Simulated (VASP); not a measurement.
# Which face does Ni expose?, part 6 of 6

How do surface energy, work function and relaxation of Ni depend on the face?

VASP 6.6.1, plane waves and PAW; the level of theory is named at each step.

Still holding for the runs below: The magnetic state follows from one typed start and may not be the lowest.

So far. Step 7 (Potential and states of the slab, 7 atoms, face Ni(100)): The vacuum level lies 4.92 eV above the Fermi level at the upper face; both faces agree, as the slab has next to no dipole. Step 8 (Surface relaxation, 9 atoms, face Ni(110)): The run ended after 9 ionic steps, 0.076 eV below its first step, once the forces on the free atoms met EDIFFG = -0.03.

### Step 9. Potential and states of the slab, 9 atoms, face Ni(110)

Level of this step: PBE, spin-polarised from a ferromagnetic start; plane waves and PAW (Ni) (VASP).

Contents of INCAR:

```
SYSTEM = Ni
PREC = Normal
ENCUT = 320
EDIFF = 1E-06
NELM = 120
ISMEAR = 1
SIGMA = 0.15
LREAL = .FALSE.
ALGO = Fast
GGA = PE
NBANDS = 66
ISPIN = 2
MAGMOM = 1 1 1 1 1 1 1 1 1
LASPH = .TRUE.
LMAXMIX = 4
LORBIT = 11
LWAVE = .FALSE.
LCHARG = .TRUE.
KPAR = 4
IDIPOL = 3
LDIPOL = .TRUE.
DIPOL = 0.5 0.5 0.5
LVHAR = .TRUE.
LVACPOTAV = .TRUE.
NEDOS = 1500
```

Contents of POSCAR:

```
Ni
1.0
    3.5159747416      0.0000000000      0.0000000000
    0.0000000000      2.4861695823      0.0000000000
    0.0000000000      0.0000000000     24.9446783291
Ni
9
Direct
    0.0000000000      0.0000000000      0.3038926011
    0.5000000000      0.5000000000      0.3485595755
    0.0000000000      0.0000000000      0.3998249770
    0.5000000000      0.5000000000      0.4500674820
    0.0000000000      0.0000000000      0.5000000000
    0.5000000000      0.5000000000      0.5499325180
    0.0000000000      0.0000000000      0.6001750230
    0.5000000000      0.5000000000      0.6514404245
    0.0000000000      0.0000000000      0.6961073989
```

Contents of KPOINTS:

```
Automatic mesh
0
Gamma
9 12 1
0 0 0
```

The projector-augmented-wave data sets are Ni (PBE family, release 64).

Command:

```
$ mpirun -np 4 vasp_std
```

The log of the run:

```text
[... set-up lines as in an earlier step ...]
 entering main loop
       N       E                     dE             d eps       ncg     rms          rms(c)
DAV:   1     0.566277857328E+03    0.56628E+03   -0.30138E+04  9280   0.113E+03
DAV:   2    -0.521085136798E+01   -0.57149E+03   -0.53691E+03  9248   0.288E+02
DAV:   3    -0.543825373929E+02   -0.49172E+02   -0.45246E+02 10008   0.113E+02
DAV:   4    -0.553676252272E+02   -0.98509E+00   -0.98205E+00 10136   0.186E+01
[...]
RMM:  39    -0.468188640320E+02   -0.40735E-05   -0.16484E-07  7100   0.197E-03    0.130E-03
RMM:  40    -0.468188655538E+02   -0.15219E-05   -0.66186E-08  6767   0.136E-03    0.517E-04
RMM:  41    -0.468188663280E+02   -0.77421E-06   -0.24814E-08  5146   0.925E-04
 [... a notice as in an earlier step ...]

   1 F= -.46818866E+02 E0= -.46815306E+02  d E =-.106809E-01  mag=     6.0480
```

Wall time 6.5 min (4 MPI ranks of AMD EPYC 7571, shared host); peak memory 1.5 GiB.

Parts of OUTCAR (step 9):

```text
  Total       -1.5650725     -1.8569209     -0.6496144     -0.0000000      0.0000000      0.0000000
  in kB      -11.4998091    -13.6442474     -4.7732243     -0.0000000      0.0000000      0.0000000
  external PRESSURE =      -9.9724269 kB  Pullay stress =       0.0000000 kB

 POSITION                                       TOTAL-FORCE (eV/Angst)
 -----------------------------------------------------------------------------------
      0.00000      0.00000      7.58050         0.000000     -0.000000      0.027748
      1.75799      1.24308      8.69471         0.000000      0.000000      0.031669
      0.00000      0.00000      9.97351         0.000000     -0.000000      0.018126
      1.75799      1.24308     11.22679         0.000000     -0.000000      0.027429
      0.00000      0.00000     12.47234         0.000000     -0.000000     -0.000000
      1.75799      1.24308     13.71789         0.000000     -0.000000     -0.027429
      0.00000      0.00000     14.97117         0.000000     -0.000000     -0.018126
      1.75799      1.24308     16.24997         0.000000     -0.000000     -0.031669
      0.00000      0.00000     17.36418         0.000000     -0.000000     -0.027748
 -----------------------------------------------------------------------------------
    total drift:                                0.000000      0.000000      0.000000

  FREE ENERGIE OF THE ION-ELECTRON SYSTEM (eV)
  ---------------------------------------------------
  free  energy   TOTEN  =       -46.8188663280 eV

  energy  without entropy=      -46.8081853971  energy(sigma->0) =      -46.81530602

 magnetization (x)
# of ion       s       p       d       tot
------------------------------------------
    1       -0.001  -0.017   0.776   0.758
    2       -0.007  -0.026   0.692   0.659
    3       -0.007  -0.024   0.693   0.662
    4       -0.006  -0.024   0.698   0.668
    5       -0.007  -0.024   0.677   0.646
    6       -0.006  -0.024   0.698   0.668
    7       -0.007  -0.024   0.693   0.662
    8       -0.007  -0.026   0.692   0.659
    9       -0.001  -0.017   0.776   0.758
--------------------------------------------------
tot         -0.048  -0.207   6.395   6.140

[... 2 parts as in an earlier step ...]

[... 1 further part left out ...]
[key lines of the parts left out:]
E-fermi :   1.7862
```

The planar average of the electrostatic potential oscillates, so the rows of the table below give means over windows of 1.22 Å about each position, cut where the curve ends. Its maxima inside the range that stand out by 2 % of the span (Å: eV): 8.1: -8.42, 9.4: -5.81, 10.6: -6.18, 11.8: -6.37, 13.1: -6.37, 14.4: -6.18, 15.6: -5.81, 16.8: -8.42. Its minima: 7.6: -12.0, 8.7: -12.5, 10.0: -12.1, 11.2: -12.2, 12.5: -12.2, 13.7: -12.2, 14.9: -12.1, 16.3: -12.5, 17.4: -12.0.

Zero at the Fermi level. The planar average of the electrostatic potential by height; means over each step:

height (Å), planar average of the electrostatic potential (eV) and a bar from the least value:
```
     0.61        4.5 ##############################
     1.83        4.5 ##############################
     3.05        4.5 ##############################
     4.27        4.5 ##############################
     5.49        4.3 ##############################
     6.71        0.1 #####################
     7.93      -10.3 
     9.15       -9.1 ###
    10.37       -9.3 ##
    11.59       -9.4 ##
    12.81       -9.4 ##
    14.03       -9.3 ##
    15.25       -9.1 ##
    16.47      -10.4 
    17.69       -6.3 ########
    18.91        3.7 ############################
    20.13        4.5 ##############################
    21.35        4.5 ##############################
    22.57        4.5 ##############################
    23.79        4.5 ##############################
```

The map of layer states is cut here 0.5 eV above the Fermi level, so it leaves out the states above that.

The vacuum level lies 4.50 eV above the Fermi level at the upper face; both faces agree, as the slab has next to no dipole.

The program found no field-free point at its default tolerance, and its printed vacuum level lies off the flat part of the planar average, by -0.01 eV at the upper face; the levels here are read from the flat part.

On this mesh the fine structure of the density of states is sampling noise, and high empty states may be cut by the number of bands.

### Step 10. The faces side by side

This step: surfaces of a metal, PBE; plane waves and PAW (VASP 6.6.1).

No new run; the numbers come from the runs before.

Symmetric slabs, all atoms free. All faces:

| face | layers | area a surface atom (Å²) | work function (eV) | surface energy as cut (J/m²) | surface energy relaxed (J/m²) | change of the top spacing (%) | moment of the top atom (μB) |
| --- | --- | --- | --- | --- | --- | --- | --- |
| Ni(111) | 7 | 5.353 | 5.022 | 1.914 | 1.908 | -1.36 | 0.703 |
| Ni(100) | 7 | 6.181 | 4.916 | 2.249 | 2.222 | -3.52 | 0.741 |
| Ni(110) | 9 | 8.741 | 4.501 | 2.369 | 2.299 | -10.37 | 0.757 |

Each surface energy is the slab's energy less its number of atoms times the bulk energy of -5.4804 eV, over twice the cell's area.

### Step 11. What came out

| Quantity | Value |
| --- | --- |
| Ni(111) | 1.91 J/m², 5.02 eV |
| Ni(100) | 2.22 J/m², 4.92 eV |
| Ni(110) | 2.30 J/m², 4.50 eV |

**Reading.** The cheapest face is Ni(111) at 1.91 J/m², against 2.22 for Ni(100) and 2.30 for Ni(110). The work functions are 5.02 eV for Ni(111), 4.92 eV for Ni(100) and 4.50 eV for Ni(110). The densest face has the highest work function, as the smoothing of the electron density over an open face lowers the surface dipole. The densest face is also the cheapest, since it cuts the fewest bonds an area. The top spacing changes by -1.4 % on Ni(111), -3.5 % on Ni(100) and -10.4 % on Ni(110), the most on the most open face. The top atom holds 0.70 μB on Ni(111), 0.74 μB on Ni(100) and 0.76 μB on Ni(110). One thickness was run for each face, and bulk and slab meshes don't match, which leaves some hundredths of a J/m². The cells are 1 × 1 and can't reconstruct.

[Lines on the potential files, build, host, timing and source positions are cut from VASP's logs without a mark.]

[Logs are printed without paths, hosts, clocks, repeated set-up lines and the standing remarks that a program may print on its own settings, such as how far it seeks lower states.]

[Hosts, paths, dates, database ids (printed as entryN), source tags and the programs' standing remarks are cut or masked in the printed files.]

[Runs that stopped without an error message from VASP are left out.]
